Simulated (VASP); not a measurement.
RbAg2:

```
CELL_PARAMETERS angstrom
0.00000 2.63699 7.91014
1.85282 0.00000 7.91014
1.85282 2.63699 0.00000
ATOMIC_POSITIONS crystal
Rb 0.00000 0.00000 0.00000
Ag 0.33404 0.33404 0.66596
Ag 0.66596 0.66596 0.33404
```

The cell was built by a generator and needn't be a form met in nature.

- Program: VASP 6.6.1
- Task: relaxation of the atoms
- Functional: LDA
- Potentials or basis: VASP PAW LDA potentials, release 64 (Rb_sv, Ag)
- Cutoff: 520 eV
- k mesh: 9 × 9 × 9
- Occupations: methfessel-paxton, width 0.2 eV
- Spin: no spin polarisation

At the start: pressure -3.7 GPa; volume 25.77 Å³/atom.

Question: Where does the relaxation end?

Answer: Over 9 steps the energy falls by 134.8 meV/atom; space group Fmmm (No. 69, to 0.05 Å).

Step by step:
| step | energy change (eV) | largest force (eV/Å) | pressure (GPa) |
| --- | --- | --- | --- |
| 1 | 0.0000 | 0.8954 | -3.69 |
| 2 | -0.0755 | 0.8502 | -4.04 |
| 3 | -0.2740 | 0.6595 | -4.57 |
| 4 | -0.3405 | 0.7584 | -1.50 |
| 5 | -0.3915 | 0.2623 | -4.05 |
| 6 | -0.4034 | 0.0801 | -3.27 |
| 7 | -0.4044 | 0.0119 | -3.49 |
| 8 | -0.4042 | 0.0328 | -3.38 |
| 9 | -0.4044 | 0.0074 | -3.45 |

Final structure:
```
CELL_PARAMETERS angstrom
0.00000 2.63699 7.91014
1.85282 0.00000 7.91014
1.85282 2.63699 0.00000
ATOMIC_POSITIONS crystal
Rb 0.00000 0.00000 0.00000
Ag 0.31244 0.31244 0.68756
Ag 0.68756 0.68756 0.31244
```
